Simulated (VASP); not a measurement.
```
YB
1.0
    4.35799     0.00000     0.00000
   -2.17899     3.77413     0.00000
    0.00000     0.00000     5.31799
Y B
2 2
Direct
  0.33333   0.66667   0.93755
  0.66667   0.33333   0.43755
  0.33333   0.66667   0.43745
  0.66667   0.33333   0.93745
```

Level of theory: PBEsol GGA, VASP's PBE PAW potentials (set 64) (plane waves; VASP 6.6.1). Run with 520 eV cut-off, Gaussian smearing of 0.050 eV, potentials Y_sv B.

Give the energies of bands 9 to 17 at the high-symmetry points, in eV from the Fermi level.

```tsv
band	Γ	M	K	A	L	H
9	-6.90	-5.64	-5.24	-5.73	-4.75	-4.60
10	-5.34	-5.06	-5.24	-5.73	-4.75	-4.60
11	-0.54	-1.62	-0.78	-0.87	-2.12	-1.98
12	-0.54	-0.19	-0.21	-0.87	-2.12	-1.98
13	-0.47	0.01	-0.21	-0.82	-0.27	-0.48
14	-0.47	0.09	0.06	-0.82	-0.27	-0.48
15	-0.37	0.41	0.06	-0.82	0.28	0.20
16	2.38	1.44	0.61	-0.82	0.28	0.20
17	2.38	1.57	1.82	4.62	3.23	2.59
```

It has no gap at this level: it comes out as a metal or semimetal.

The structure was generated: YB was put into the wurtzite type (P6_3mc), which need not be its known phase. It was relaxed first, which changed the volume by -31 %. The relaxed cell has space group P6_3/mmc.
